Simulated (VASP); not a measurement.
Data:

```xyz
1
Lattice="0.0000 1.7522 1.7522 1.7522 0.0000 1.7522 1.7522 1.7522 0.0000" Properties=species:S:1:pos:R:3 pbc="T T T"
Ni     0.0000     0.0000     0.0000
```
Starting moments (μB, in the order of the record's atoms Ni): 0.6.

These are vdW-DF-cx, VASP's PBE PAW potentials (set 64) (plane waves; VASP 6.6.1) values and carry that method's errors. Settings: 520 eV cut-off, 18×18×18 Γ-centred mesh, first-order Methfessel-Paxton smearing of 0.10 eV, potentials Ni.

**Question.** The job: Ni (fcc), 1 atom, vdW-DF-cx, static run, 520 eV, 18×18×18 Γ-centred mesh. Roughly how much core time does it take on a busy server core?

**Answer.** About 30 core-seconds (one run on a shared machine, a rough figure). It had 195 irreducible k-points, 9 bands, up to 303 plane waves and 14 electronic steps.

The compound is Ni in the fcc structure. This cell is one point of a volume scan, at 1.03 of the reference volume.
